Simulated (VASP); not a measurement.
The system is Be3Te2O.

```
CELL_PARAMETERS angstrom
5.35178 -3.05681 0.01874
5.34832 3.05075 -0.08437
-0.04129 -0.11364 6.74927
ATOMIC_POSITIONS crystal
Be 0.42599 0.82722 0.11136
Be 0.17795 0.56568 0.11887
Be 0.93470 0.06585 0.04756
Be 0.81500 0.44125 0.62101
Be 0.55932 0.19013 0.61226
Be 0.04994 0.94653 0.54078
Te 0.49998 0.14612 0.97854
Te 0.15165 0.51018 0.47881
Te 0.84476 0.47818 0.99222
Te 0.49390 0.82951 0.48793
O 0.18063 0.83381 0.06323
O 0.81711 0.17786 0.58052
```

The cell was built by a generator and needn't be a form met in nature.

- Program: VASP 6.6.1
- Task: relaxation of cell and atoms
- Functional: PBE
- Potentials or basis: VASP PAW PBE potentials, release 64 (Be, Te, O)
- Cutoff: 520 eV
- k mesh: 3 × 3 × 3
- Occupations: gaussian, width 0.05 eV
- Spin: no spin polarisation

At the start: pressure 1.9 GPa; volume 18.37 Å³/atom.

Q: Where does the relaxation end?

A: Over 18 steps the energy falls by 34.8 meV/atom and the volume is 18.71 Å³/atom (+1.8 %); space group Cmc2_1 (No. 36, to 0.05 Å).

Step by step:
```
step  energy change (eV)  largest force (eV/Å)  pressure (GPa)  volume (Å³)
   1              0.0000                2.0985            1.93       220.47
   2             -0.1826                1.7707           -1.34       227.56
   3             -0.2654                0.9743           -0.38       224.78
   4             -0.3733                0.3419           -0.15       224.84
   5             -0.3769                0.5232           -0.07       224.85
   6             -0.4026                0.1747            0.11       224.60
   7             -0.4027                0.1965            0.13       224.58
   8             -0.4098                0.1652           -0.08       225.00
   9             -0.4098                0.1776           -0.09       225.03
  10             -0.4146                0.0854           -0.07       224.92
  11             -0.4148                0.0859           -0.07       224.90
  12             -0.4160                0.0584            0.01       224.60
  13             -0.4160                0.0818            0.04       224.53
  14             -0.4166                0.0463            0.00       224.48
  15             -0.4166                0.0406            0.01       224.49
  16             -0.4169                0.0317           -0.02       224.53
  17             -0.4169                0.0429           -0.02       224.53
  18             -0.4170                0.0272            0.00       224.48
```

Final structure:
```cif
data_structure
_symmetry_space_group_name_H-M 'P 1'
_symmetry_Int_Tables_number 1
_cell_length_a 6.1991
_cell_length_b 6.2008
_cell_length_c 6.7814
_cell_angle_alpha 89.933
_cell_angle_beta 89.980
_cell_angle_gamma 59.445
_cell_volume 224.48
loop_
_atom_site_label
_atom_site_type_symbol
_atom_site_fract_x
_atom_site_fract_y
_atom_site_fract_z
_atom_site_occupancy
Be1 Be 0.42840 0.82128 0.11425 1
Be2 Be 0.17609 0.56762 0.11404 1
Be3 Be 0.93041 0.06595 0.04345 1
Be4 Be 0.81598 0.43424 0.61478 1
Be5 Be 0.56304 0.18133 0.61346 1
Be6 Be 0.06139 0.93621 0.54376 1
Te1 Te 0.50946 0.15398 0.98568 1
Te2 Te 0.14949 0.51490 0.48640 1
Te3 Te 0.84210 0.48714 0.98719 1
Te4 Te 0.48253 0.84764 0.48648 1
O1 O 0.17590 0.82056 0.07150 1
O2 O 0.81614 0.18149 0.57210 1
```
